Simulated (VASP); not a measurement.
Method: PBEsol GGA, VASP's PBE PAW potentials (set 64) (plane waves; VASP).

Input for VASP

### KPOINTS
```
kpoints
0
gamma
 11 11 11
```

File POSCAR:
```
SiC
1
    0.0000000000     2.1235891569     2.1235891569
    2.1235891569     0.0000000000     2.1235891569
    2.1235891569     2.1235891569     0.0000000000
Si C
1 1
Direct
  0.0000000000   0.0000000000   0.0000000000
  0.2500000000   0.2500000000   0.2500000000
```

**INCAR**
```
! general
SYSTEM =SiC
PREC   =Accurate
ENCUT  =620   ! plane-wave cut-off (eV)
LREAL  =.FALSE.   ! projection in real space or not
LASPH  =.TRUE.

! electronic loop
EDIFF  =1E-6   ! SCF stop (eV)
NELM   =100   ! most electronic steps
ALGO   =Normal

! smearing
ISMEAR =0   ! Gaussian
SIGMA  =0.05   ! width (eV)

! functional
GGA    =PS   ! PBEsol

! ions
IBRION =2
NSW    =40   ! most ionic steps
ISIF   =3
EDIFFG =-0.02   ! ionic stop
PSTRESS=200

! output
LWAVE  =.FALSE.
LCHARG =.FALSE.
```

POTCAR, in this order: Si C (PBE.64 set). Program: vasp_std.

The run wrote:

**OSZICAR**
```
       N       E                     dE             d eps       ncg     rms          rms(c)
DAV:   1     0.567998282255E+01    0.56800E+01   -0.47239E+03   928   0.992E+02
DAV:   2    -0.174394489392E+02   -0.23119E+02   -0.21714E+02  1208   0.115E+02
DAV:   3    -0.178499517525E+02   -0.41050E+00   -0.41050E+00  1104   0.188E+01
DAV:   4    -0.178510055172E+02   -0.10538E-02   -0.10538E-02  1360   0.106E+00
DAV:   5    -0.178510059470E+02   -0.42979E-06   -0.42979E-06  1080   0.170E-02    0.960E+00
DAV:   6    -0.159354955098E+02    0.19155E+01   -0.73189E+00   960   0.158E+01    0.434E+00
DAV:   7    -0.158399187355E+02    0.95577E-01   -0.44966E-01  1360   0.460E+00    0.190E+00
DAV:   8    -0.158252640248E+02    0.14655E-01   -0.20749E-02   936   0.126E+00    0.151E-01
DAV:   9    -0.158252578717E+02    0.61532E-05   -0.66170E-04  1456   0.215E-01    0.103E-01
DAV:  10    -0.158252912242E+02   -0.33352E-04   -0.68552E-05  1048   0.688E-02    0.217E-02
DAV:  11    -0.158252912964E+02   -0.72191E-07   -0.75438E-06  1304   0.181E-02
   1 F= -.13434394E+02 E0= -.13434394E+02  d E =-.134344E+02
```

**OUTCAR**
```
------------------------ aborting loop because EDIFF is reached ----------------------------------------
  FORCE on cell =-STRESS in cart. coord.  units (eV):
  Direction    XX          YY          ZZ          XY          YZ          ZX
  --------------------------------------------------------------------------------------
  Total        2.3778674      2.3778674      2.3778674      0.0000000      0.0000000      0.0000000
  in kB      198.9100518    198.9100518    198.9100518      0.0000000      0.0000000      0.0000000
  external PRESSURE =      -1.0899482 kB  Pullay stress =     200.0000000 kB
  volume of cell :       19.15
      direct lattice vectors                 reciprocal lattice vectors
     0.000000000  2.123589157  2.123589157    -0.235450439  0.235450439  0.235450439
     2.123589157  0.000000000  2.123589157     0.235450439 -0.235450439  0.235450439
     2.123589157  2.123589157  0.000000000     0.235450439  0.235450439 -0.235450439
  FREE ENERGIE OF THE ION-ELECTRON SYSTEM (eV)
  ---------------------------------------------------
  free  energy   TOTEN  =       -15.8252912964 eV

  energy  without entropy=      -15.8252912964  energy(sigma->0) =      -15.82529130
  enthalpy is  TOTEN    =       -13.4343940799 eV   P V=        2.3908972164

 reached required accuracy - stopping structural energy minimisation
```
(Selected blocks of OUTCAR.)

The structure was generated: SiC was put into the zinc blende type (F-43m), which need not be its known phase. It was relaxed first under an external pressure of 20 GPa.
